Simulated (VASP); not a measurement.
Input:

```yaml
crystal:
  lattice:
    - [0.00000, 2.48058, 2.48058]
    - [2.48058, 0.00000, 2.48058]
    - [2.48058, 2.48058, 0.00000]
  atoms:
    - { symbol: Pt, position: [0.00000, 0.00000, 0.00000] }
    - { symbol: P, position: [0.50000, 0.50000, 0.50000] }
```

Method: PBEsol GGA, VASP's PBE PAW potentials (set 64) (plane waves; VASP). Run with 400 eV cut-off, 11×11×11 Γ-centred mesh, first-order Methfessel-Paxton smearing of 0.10 eV, potentials Pt P.

Unless said otherwise, spin-orbit coupling is left out, though it shifts the bands of the heavy elements here.

### Question
What does the run give for the energy per atom (σ→0), band gap (on the k-mesh) with the smallest direct gap where there is one?

### Answer

| Item | Value |
|---|---|
| band gap (on the k-mesh) | none (metal, semimetal or under 0.01 eV) |
| energy per atom (σ→0) | -635.1 kJ/mol of atoms |

Total energies compare only between runs with the same potentials, cut-off and functional.

The structure was generated: PtP was put into the rock salt type (Fm-3m), which need not be its known phase. It was relaxed first, which changed the volume by -16 %. The start is the result of an earlier pass. The electron count is odd and the run is not spin-polarised, which forces a metal.
